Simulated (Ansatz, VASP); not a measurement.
# ZrCdS3: VASP beside Ansatz, part 2 of 2

One calculation is typed for both programs; each brings its own data sets. How far apart do they land? The cell is generated by rule, not measured, and may not be a known phase. The cell is taken from a series of runs on this material, whose earlier steps may have relaxed, scaled, displaced or heated it; both programs get it as it stands.

VASP 6.6.1 and Ansatz 0.2.0.

So far: Starting point; VASP: zone-centre phonons, PBEsol.

## Step 2: VASP: zone-centre phonons, PBEsol (continued)

Level of this step: PBEsol; plane waves and PAW (Cd, Zr_sv, S); invented cell (VASP).

Numbers of over 12 decimals in the logs are rounded to 6 here.

OUTCAR, selected parts (step 2):

```text
ion  position               nearest neighbor table
   1  0.000  0.000  0.000-
   2  0.500  0.500  0.500-   3 2.46   4 2.46   5 2.46   3 2.46   4 2.46   5 2.46
   3  0.500  0.500  0.000-   2 2.46   2 2.46
   4  0.500  0.000  0.500-   2 2.46   2 2.46
   5  0.000  0.500  0.500-   2 2.46   2 2.46

  LATTYP: Found a simple cubic cell.
 ALAT       =     4.9204475525

 Subroutine GETGRP returns: Found 48 space group operations
 (whereof 48 operations were pure point group operations)

The static configuration has the point symmetry O_h .

 Found     35 irreducible k-points:

   k-points           NKPTS =     35   k-points in BZ     NKDIM =     35   number of bands    NBANDS=     27

   dimension x,y,z NGX =    36 NGY =   36 NGZ =   36
   dimension x,y,z NGXF=    72 NGYF=   72 NGZF=   72

   ENCUT  =  500.0 eV  36.75 Ry    6.06 a.u.   8.97  8.97  8.97*2*pi/ulx,y,z

   NELECT =      42.0000    total number of electrons

 k-points in reciprocal lattice and weights: Automatic mesh
   0.00000000  0.00000000  0.00000000       0.002
   0.12500000  0.00000000  0.00000000       0.012
   0.25000000  0.00000000  0.00000000       0.012
   0.37500000  0.00000000  0.00000000       0.012
   0.50000000  0.00000000  0.00000000       0.006
   0.12500000  0.12500000  0.00000000       0.023
   0.25000000  0.12500000  0.00000000       0.047
   0.37500000  0.12500000  0.00000000       0.047
   0.50000000  0.12500000  0.00000000       0.023
[...]
0.50000000  0.50000000  0.37500000       0.012
   0.50000000  0.50000000  0.50000000       0.002

 average (electrostatic) potential at core
       1 -37.9211       2 -79.9385       3 -87.3423       4 -87.3423       5 -87.3423

  Total        0.0368607      0.0368607      0.0368607     -0.0000000     -0.0000000      0.0000000
  in kB        0.4957467      0.4957467      0.4957467     -0.0000000     -0.0000000      0.0000000
  external PRESSURE =       0.4957467 kB  Pullay stress =       0.0000000 kB

  energy-cutoff  :      500.00
  volume of cell :      119.13
      direct lattice vectors                 reciprocal lattice vectors
     4.920447552  0.000000000  0.000000000     0.203233545  0.000000000  0.000000000
[...]
POSITION                                       TOTAL-FORCE (eV/Angst)
 -----------------------------------------------------------------------------------
      0.00000      0.00000      0.00000         0.000000      0.000000      0.000000
      2.46022      2.46022      2.46022         0.000000      0.000000      0.000000
      2.46022      2.46022      0.00000         0.000000      0.000000      0.000000
      2.46022      0.00000      2.46022         0.000000      0.000000      0.000000
      0.00000      2.46022      2.46022         0.000000      0.000000      0.000000
 -----------------------------------------------------------------------------------
    total drift:                                0.000000      0.000000      0.000000

 Eigenvectors and eigenvalues of the dynamical matrix
 ----------------------------------------------------

   1 f  =   10.705448 THz    67.264312 2PiTHz  357.095300 cm-1    44.274155 meV
             X         Y         Z           dx          dy          dz
      0.000000  0.000000  0.000000     0.004958    0.000182    0.000000
      2.460224  2.460224  2.460224    -0.330289   -0.012138    0.000000
      2.460224  2.460224  0.000000    -0.180313   -0.006626    0.000000
      2.460224  0.000000  2.460224    -0.180313    0.033368   -0.000000
      0.000000  2.460224  2.460224     0.908026   -0.006626    0.000000

   2 f  =   10.705448 THz    67.264312 2PiTHz  357.095300 cm-1    44.274155 meV
             X         Y         Z           dx          dy          dz
      0.000000  0.000000  0.000000     0.000000    0.000000    0.004961
      2.460224  2.460224  2.460224    -0.000000    0.000000   -0.330512
      2.460224  2.460224  0.000000    -0.000000    0.000000    0.908638
      2.460224  0.000000  2.460224    -0.000000   -0.000000   -0.180435
      0.000000  2.460224  2.460224     0.000000    0.000000   -0.180435

   3 f  =   10.705448 THz    67.264312 2PiTHz  357.095300 cm-1    44.274155 meV
             X         Y         Z           dx          dy          dz
      0.000000  0.000000  0.000000    -0.000182    0.004958   -0.000000
      2.460224  2.460224  2.460224     0.012138   -0.330289    0.000000
      2.460224  2.460224  0.000000     0.006626   -0.180313    0.000000
      2.460224  0.000000  2.460224     0.006626    0.908026   -0.000000
      0.000000  2.460224  2.460224    -0.033368   -0.180313   -0.000000

   4 f  =    0.014028 THz     0.088138 2PiTHz    0.467909 cm-1     0.058013 meV
             X         Y         Z           dx          dy          dz
      0.000000  0.000000  0.000000     0.000218   -0.003654   -0.615183
      2.460224  2.460224  2.460224     0.000196   -0.003276   -0.551423
      2.460224  2.460224  0.000000     0.000115   -0.001930   -0.326224
      2.460224  0.000000  2.460224     0.000115   -0.001938   -0.324827
      0.000000  2.460224  2.460224     0.000116   -0.001930   -0.324827

   5 f  =    0.014028 THz     0.088138 2PiTHz    0.467909 cm-1     0.058013 meV
             X         Y         Z           dx          dy          dz
      0.000000  0.000000  0.000000    -0.075246    0.610564   -0.003654
      2.460224  2.460224  2.460224    -0.067447    0.547282   -0.003275
      2.460224  2.460224  0.000000    -0.039731    0.322388   -0.001937
      2.460224  0.000000  2.460224    -0.039731    0.323775   -0.001929
      0.000000  2.460224  2.460224    -0.039902    0.322388   -0.001929

   6 f  =    0.014028 THz     0.088138 2PiTHz    0.467909 cm-1     0.058013 meV
             X         Y         Z           dx          dy          dz
      0.000000  0.000000  0.000000     0.610575    0.075246   -0.000230
      2.460224  2.460224  2.460224     0.547292    0.067447   -0.000207
      2.460224  2.460224  0.000000     0.322394    0.039731   -0.000122
      2.460224  0.000000  2.460224     0.322394    0.039902   -0.000122
      0.000000  2.460224  2.460224     0.323781    0.039731   -0.000122

   7 f/i=    1.704741 THz    10.711203 2PiTHz   56.864038 cm-1     7.050239 meV
             X         Y         Z           dx          dy          dz
      0.000000  0.000000  0.000000     0.626869   -0.224728    0.090793
      2.460224  2.460224  2.460224    -0.650113    0.233061   -0.094160
      2.460224  2.460224  0.000000     0.065589   -0.023513   -0.030973
      2.460224  0.000000  2.460224     0.065589    0.076663    0.009500
      0.000000  2.460224  2.460224    -0.213849   -0.023513    0.009500

   8 f/i=    1.704741 THz    10.711203 2PiTHz   56.864038 cm-1     7.050239 meV
             X         Y         Z           dx          dy          dz
      0.000000  0.000000  0.000000    -0.237562   -0.619610    0.106580
      2.460224  2.460224  2.460224     0.246371    0.642585   -0.110531
      2.460224  2.460224  0.000000    -0.024856   -0.064829   -0.036358
      2.460224  0.000000  2.460224    -0.024856    0.211372    0.011151
      0.000000  2.460224  2.460224     0.081041   -0.064829    0.011151

   9 f/i=    1.704741 THz    10.711203 2PiTHz   56.864038 cm-1     7.050239 meV
             X         Y         Z           dx          dy          dz
      0.000000  0.000000  0.000000    -0.048066    0.131500    0.657350
      2.460224  2.460224  2.460224     0.049848   -0.136376   -0.681724
      2.460224  2.460224  0.000000    -0.005029    0.013759   -0.224247
      2.460224  0.000000  2.460224    -0.005029   -0.044860    0.068778
      0.000000  2.460224  2.460224     0.016397    0.013759    0.068778

  10 f/i=    3.549837 THz    22.304283 2PiTHz  118.409813 cm-1    14.680939 meV
             X         Y         Z           dx          dy          dz
      0.000000  0.000000  0.000000    -0.157969   -0.263549   -0.274569
      2.460224  2.460224  2.460224    -0.121744   -0.203113   -0.211606
      2.460224  2.460224  0.000000     0.229048    0.382133    0.082640
      2.460224  0.000000  2.460224     0.229048    0.079323    0.398112
      0.000000  2.460224  2.460224     0.047546    0.382133    0.398112

  11 f/i=    3.549837 THz    22.304283 2PiTHz  118.409813 cm-1    14.680939 meV
             X         Y         Z           dx          dy          dz
      0.000000  0.000000  0.000000    -0.149849   -0.230198    0.307172
      2.460224  2.460224  2.460224    -0.115486   -0.177410    0.236732
      2.460224  2.460224  0.000000     0.217274    0.333776   -0.092453
      2.460224  0.000000  2.460224     0.217274    0.069286   -0.445385
      0.000000  2.460224  2.460224     0.045102    0.333776   -0.445385

  12 f/i=    3.549837 THz    22.304283 2PiTHz  118.409813 cm-1    14.680939 meV
             X         Y         Z           dx          dy          dz
      0.000000  0.000000  0.000000     0.349845   -0.217603    0.007592
      2.460224  2.460224  2.460224     0.269620   -0.167703    0.005851
      2.460224  2.460224  0.000000    -0.507259    0.315515   -0.002285
      2.460224  0.000000  2.460224    -0.507259    0.065495   -0.011007
      0.000000  2.460224  2.460224    -0.105297    0.315515   -0.011007

  13 f/i=    4.066627 THz    25.551373 2PiTHz  135.648085 cm-1    16.818212 meV
             X         Y         Z           dx          dy          dz
      0.000000  0.000000  0.000000    -0.000000   -0.000000    0.000000
      2.460224  2.460224  2.460224    -0.000000   -0.000000    0.000000
      2.460224  2.460224  0.000000    -0.013651    0.013591   -0.000000
      2.460224  0.000000  2.460224     0.013651    0.000000   -0.706844
      0.000000  2.460224  2.460224     0.000000   -0.013591    0.706844

  14 f/i=    4.066627 THz    25.551373 2PiTHz  135.648085 cm-1    16.818212 meV
             X         Y         Z           dx          dy          dz
      0.000000  0.000000  0.000000     0.000000   -0.000000    0.000000
      2.460224  2.460224  2.460224     0.000000   -0.000000    0.000000
      2.460224  2.460224  0.000000    -0.427159   -0.563497    0.000000
      2.460224  0.000000  2.460224     0.427159    0.000000   -0.002585
      0.000000  2.460224  2.460224    -0.000000    0.563497    0.002585

  15 f/i=    4.066627 THz    25.551373 2PiTHz  135.648085 cm-1    16.818212 meV
             X         Y         Z           dx          dy          dz
      0.000000  0.000000  0.000000    -0.000000   -0.000000    0.000000
      2.460224  2.460224  2.460224    -0.000000   -0.000000    0.000000
      2.460224  2.460224  0.000000     0.563337   -0.426950   -0.000000
      2.460224  0.000000  2.460224    -0.563337   -0.000000   -0.019089
      0.000000  2.460224  2.460224     0.000000    0.426950    0.019089

 ELASTIC MODULI CONTR FROM IONIC RELAXATION (kBar)
 Direction    XX          YY          ZZ          XY          YZ          ZX
 --------------------------------------------------------------------------------
 XX           0.0000      0.0000      0.0000      0.0000      0.0000      0.0000
 YY           0.0000      0.0000      0.0000      0.0000      0.0000      0.0000
 ZZ           0.0000      0.0000      0.0000      0.0000      0.0000      0.0000
 XY           0.0000      0.0000      0.0000      0.0000      0.0000      0.0000
 YZ           0.0000      0.0000      0.0000      0.0000      0.0000      0.0000
 ZX           0.0000      0.0000      0.0000      0.0000      0.0000      0.0000
 --------------------------------------------------------------------------------
```

## Step 3: Ansatz: zone-centre phonons, PBEsol

Ansatz runs on its PAW soft_1 files.

The same cell, functional, mesh and smearing now go to Ansatz, which takes its cutoff from its data sets.

The input, input.yaml:

```yaml
crystal:
  lattice:
    - [4.9204475525, 0.0, 0.0]
    - [0.0, 4.9204475525, 0.0]
    - [0.0, 0.0, 4.9204475525]
  atoms:
    - { symbol: Cd, position: [0.0, 0.0, 0.0] }
    - { symbol: Zr, position: [0.5, 0.5, 0.5] }
    - { symbol: S, position: [0.5, 0.5, 0.0] }
    - { symbol: S, position: [0.5, 0.0, 0.5] }
    - { symbol: S, position: [0.0, 0.5, 0.5] }
kpoints:
  mp_grid: { grid: [8, 8, 8] }
hamiltonian:
  xc: pbesol
  pseudopotentials: { kind: paw, azcp: { folder: soft_1 }, xc_functional: pbe }
scf:
  occupations: { method: methfessel_paxton, width: 0.2 }
output:
  eigenvalues: true
phonons:
  method: dfpt
```

Started as:

```bash
> ansatz run input.yaml --threads 8 --pin off --max-ram 16384MiB --backend cpu --events-out ev --progress --plain --runs-dir out
```

The log of the run:

```text
zone centre: on kpoints.mp_grid the ground state, and the responses unless they are solved on pairs of k-points, stand on 125 of the mesh's 512 k-points, reduced under 8 symmetry operations, with k and −k counted as one. Each operation leaves every solved displacement unchanged or reverses it
Engine: ansatz 0.2.0, x86_64-unknown-linux-gnu
Pseudopotentials: kind: paw
Pseudopotential: Cd, paw, valence charge 20, recommended cutoff 420 eV (normal), soft_1/Cd.paw.azcp
Pseudopotential: Zr, paw, valence charge 12, recommended cutoff 420 eV (normal), soft_1/Zr.paw.azcp
Pseudopotential: S, paw, valence charge 6, recommended cutoff 420 eV (normal), soft_1/S.paw.azcp
Functional definition: PBEsol
  exchange = pbesol_x
  correlation = pbesol_c
Crystal: 5 atoms, lattice volume = 119.128 Å³
Basis set: ecut = 420 eV, 2325 PW (Γ), exchange–correlation on 72×72×72 points (8 copies of the dense FFT grid, shifted against one another)
Bands: 30, of which v1, the nominal top of the filled ones, is band 25 counted from 1 (24 counted from 0)
Symmetry: 48 space group operations
k-points: 125 of 512 (irreducible under 8 space group operations)
Non-local potential: Cd, projectors of the file, l = 0: 3, l = 1: 2, l = 2: 2, l = 3: 1
Non-local potential: Zr, projectors of the file, l = 0: 3, l = 1: 2, l = 2: 2, l = 3: 1
Non-local potential: S, projectors of the file, l = 0: 2, l = 1: 2, l = 2: 1
PAW form: soft (Blöchl's): semilocal exchange-correlation on the pseudo side does not see the compensation charge
PAW frozen core: Cd, regenerated for the run's functional, and the local potential with it (the file was generated under x = pbe(κ = 0.804, μ = 0.219515), c = pbe(β = 0.066725))
PAW frozen core: Zr, regenerated for the run's functional, and the local potential with it (the file was generated under x = pbe(κ = 0.804, μ = 0.219515), c = pbe(β = 0.066725))
PAW frozen core: S, regenerated for the run's functional, and the local potential with it (the file was generated under x = pbe(κ = 0.804, μ = 0.219515), c = pbe(β = 0.066725))
PAW one-centre angular grid: Cd, 590 points (default); XC on 64 Gauss nodes
PAW one-centre angular grid: Zr, 590 points (default); XC on 64 Gauss nodes
PAW one-centre angular grid: S, 110 points (default); XC on 64 Gauss nodes
Initial density: superposition of atomic densities (chi_scale 0.1, normalization cell, long waves kept (reshape's long-wave potential 0.00 eV rms))
Initial wavefunctions: pseudopotential atomic-orbital guess
Functional: x = pbesol(κ = 0.804, μ = 0.123457), c = pbesol(β = 0.046)
SCF iter   1: F=—  HF=-14971.455358 eV  |F-HF|=—  |Δ(HF+E_count)|=         —  Δρ=3.98e-2  dr2=4.29e0  ethr=3.10e-3  ⟨swp⟩=6.1  Hψ=16476  notcnv=0
preconditioner: auto → Kerker (q_TF=auto, 2.361 Å⁻¹)  [metal: Δε(μ)=0.001 eV  Ē_g=7.791 eV  σ=0.200 eV  W_gap=0.00  n_scr=26 (ndim 8)  ℏωp=19.8 eV  f_vac=0.000  D(μ)=3.09/eV (n_scr^D=18)]
SCF iter   2: F=—  HF=-14970.829781 eV  |F-HF|=—  |Δ(HF+E_count)|=   6.26e-1  S|Δr|=    0.00e0  Δρ=2.28e-2  dr2=1.77e0  ethr=3.10e-3  ⟨swp⟩=2.0  Hψ=5147  notcnv=0
SCF iter   3: F=—  HF=-14970.411060 eV  |F-HF|=—  |Δ(HF+E_count)|=   4.19e-1  S|Δr|=    0.00e0  Δρ=6.28e-3  dr2=1.65e-1  ethr=3.10e-3  ⟨swp⟩=2.7  Hψ=6040  notcnv=0
SCF iter   4: F=—  HF=-14970.369228 eV  |F-HF|=—  |Δ(HF+E_count)|=   4.18e-2  S|Δr|=    0.00e0  Δρ=2.59e-3  dr2=1.77e-2  ethr=3.29e-4  ⟨swp⟩=2.5  Hψ=7320  notcnv=0
SCF iter   5: F=—  HF=-14970.366068 eV  |F-HF|=—  |Δ(HF+E_count)|=   3.16e-3  S|Δr|=    0.00e0  Δρ=8.87e-4  dr2=8.64e-4  ethr=3.55e-5  ⟨swp⟩=2.0  Hψ=5359  notcnv=0
SCF iter   6: F=—  HF=-14970.366036 eV  |F-HF|=—  |Δ(HF+E_count)|=   3.17e-5  S|Δr|=    0.00e0  Δρ=2.02e-4  dr2=6.94e-5  ethr=1.73e-6  ⟨swp⟩=2.0  Hψ=6977  notcnv=0  defer=6
SCF iter   7: F=—  HF=-14970.366076 eV  |F-HF|=—  |Δ(HF+E_count)|=   4.04e-5  S|Δr|=    0.00e0  Δρ=5.62e-5  dr2=7.93e-6  ethr=1.39e-7  ⟨swp⟩=2.1  Hψ=4789  notcnv=0  defer=6
SCF iter   8: F=—  HF=-14970.366076 eV  |F-HF|=—  |Δ(HF+E_count)|=   7.86e-7  S|Δr|=    0.00e0  Δρ=1.17e-5  dr2=2.67e-7  ethr=1.59e-8  ⟨swp⟩=2.1  Hψ=5595  notcnv=0  defer=6
SCF iter   9: F=—  HF=-14970.366091 eV  |F-HF|=—  |Δ(HF+E_count)|=   1.52e-5  S|Δr|=    0.00e0  Δρ=3.49e-6  dr2=3.14e-8  ethr=5.35e-10  ⟨swp⟩=2.1  Hψ=5170  notcnv=0  defer=6
SCF iter  10: F=—  HF=-14970.366091 eV  |F-HF|=—  |Δ(HF+E_count)|=  4.55e-10  S|Δr|=    0.00e0  Δρ=5.38e-7  dr2=3.87e-10  ethr=6.29e-11  ⟨swp⟩=2.3  Hψ=5791  notcnv=0  defer=6
SCF iter  11: F=-14970.366091 eV  HF=-14970.366091 eV  |F-HF|=1.09e-11  |Δ(HF+E_count)|=  2.67e-10  S|Δr|=    0.00e0  Δρ=1.03e-7  dr2=8.66e-12  ethr=1.00e-12  ⟨swp⟩=7.0  Hψ=22529  notcnv=0
SCF 1 converged in 11 iterations: F = -14970.366091 eV  dr2 = 8.66e-12
  greatest PAW one-centre occupation: 1.000 electrons in one spin orbital (limit 2), on the Cd atom at site 0 (counted from 0), in its partial waves of l = 0
DFPT response loops at Γ: preconditioner auto → Kerker (q_TF=auto, 2.361 Å⁻¹) (partly filled bands, converged f_vac=0.003); β = 1.00, the filter's whole step (`scf.mixing.beta` (0.50) is not read by the response loops under this deck's `scf.mixing.preconditioner`; to damp them name `kerker` or `kerker_dos`, under which they read `scf.mixing.beta`, and type it under 1.00, their step now; both keys bind the ground state too); Broyden in place of MSR1
SCF converged after 11 iterations
Stability not checked: this state was not tested for a lower state beside it, because cold or Methfessel-Paxton smearing, or corrected tetrahedra, fill the levels in a way that the test cannot read (fill_not_monotonic; see scf.lower_state_search)
Free energy (F): -14970.366091 eV
Harris-Foulkes:  -14970.366091 eV  (|F-HF|=1.09e-11)
Internal energy: -14970.356736 eV  (E = F + TS)
E sigma→0 (E₀):  -14970.363752 eV
Entropy (-TS):   -0.009355 eV (-1.871 meV/atom)
Fermi energy:    7.115321 eV
--- Per-component energies (eV) ---
  E_band       = -680.112925
  E_kinetic    = 1072.169271
  E_local      = -5109.758506  (includes V_loc(G=0)·N_el)
  E_nonlocal   = 303.449023
  E_hartree    = 2180.594807
  E_xc         = -570.622034
  E_vxc        = -622.245119  (∫ρ·V_xc dr)
  E_paw        = -8718.291825  (= ΣΔE_a)
  E_vpaw       = -684.917493  (= ΣTr[D̂ρ^β])
  E_aug_tail   = 0.000266  (compensation charges beyond the density's cutoff)
  E_ewald      = -4128.591268
  E_core_change = 0.693530  (= ΣΔE_core)
  E_smearing   = -0.009355  (= −TS)
  E_closure    = -0.000000  (closes the sum)
  Σ components = -14970.366091   (vs F -14970.366091, Δ=0.00e0)
--- Band table (eV; the first three rows and the last of 125) ---
  k-point 0: bands = [... 21 lower, 6.1008, 6.1008, 6.7086, 6.7086, 6.7086, 7.8622, 7.8622, 7.8622, ... 1 higher]
  k-point 1: bands = [... 21 lower, 5.8765, 6.0477, 6.6030, 6.6030, 6.6730, 7.8692, 8.3346, 8.3346, ... 1 higher]
  k-point 2: bands = [... 21 lower, 5.3966, 5.9262, 6.5796, 6.5796, 7.2472, 7.8863, 9.2105, 9.2105, ... 1 higher]
  k-point 124: bands = [... 21 lower, 3.2528, 5.6842, 7.3617, 7.3617, 7.3617, 10.7764, 10.7764, 10.7764, ... 1 higher]
--- Phonons (Γ-DFPT): 4 representative perturbations + reference, on 125 of 512 k-points (Σ response iterations 12) ---
  k mesh reduced under 8 symmetry operations, with k and −k counted as one. Each operation leaves every solved displacement unchanged or reverses it
  ASR residual: 7.751e-5 → 0.000e0 eV/Å²; symmetrization residual: 1.877e-5 eV/Å²
  ASR residual per site (eV/Å²): 5.25e-5 7.22e-6 7.75e-5 7.75e-5 7.75e-5
  Γ frequencies (cm⁻¹): -135.65 -135.65 -135.65 -118.82 -118.82 -118.82 -57.26 -57.26 -57.26 0.00 0.00 0.00 356.74 356.74 356.74
  non-analytic LO–TO correction: not included (Born effective charges unavailable; polar crystals: no LO–TO splitting at Γ)
```

## Step 4: Side by side

Known differences besides the potentials themselves: the data sets hold 50 valence electrons in Ansatz (on its PAW soft_1 files) and 42 in VASP; the cutoff is 420 eV in Ansatz and 500 eV in VASP; Ansatz makes its cores anew for this functional, VASP keeps those of its PBE data sets. Total energies have different zeros and are not compared.

Compared:

```tsv
quantity	Ansatz	VASP	difference
optical mode 1 to 3 (imaginary, printed as negative) (cm⁻¹)	-135.7	-135.6	0.0
optical mode 4 to 6 (imaginary, printed as negative) (cm⁻¹)	-118.8	-118.4	-0.4
optical mode 7 to 9 (imaginary, printed as negative) (cm⁻¹)	-57.3	-56.9	-0.4
optical mode 10 to 12 (cm⁻¹)	356.7	357.1	-0.10 %
```

Modes are paired by rising frequency, not by their patterns, so a pair may set unlike modes beside each other; they are those without the splitting of longitudinal modes.

## Step 5: What came out

```
r.m.s. difference of the optical zone-centre modes, each program's sorted by frequency (zone-centre phonons, PBEsol) : 0.34 cm⁻¹
```

In words: The r.m.s. difference of the optical zone-centre modes, each program's sorted by frequency is 0.34 cm⁻¹ (zone-centre phonons, PBEsol). The data sets hold unlike numbers of valence electrons (50 in Ansatz and 42 in VASP), so part of the differences comes from the potentials. Such differences can come from data sets, numerical settings and the points named under the comparisons, not from the functional's error against experiment.

[Lines on the potential files, build, host, timing and source positions are cut from VASP's logs without a mark.]

[Logs are printed without paths, hosts, clocks, repeated set-up lines and the standing remarks that a program may print on its own settings, such as how far it seeks lower states.]

[Hosts, paths, dates, database ids (printed as entryN), source tags and the programs' standing remarks are cut or masked in the printed files.]
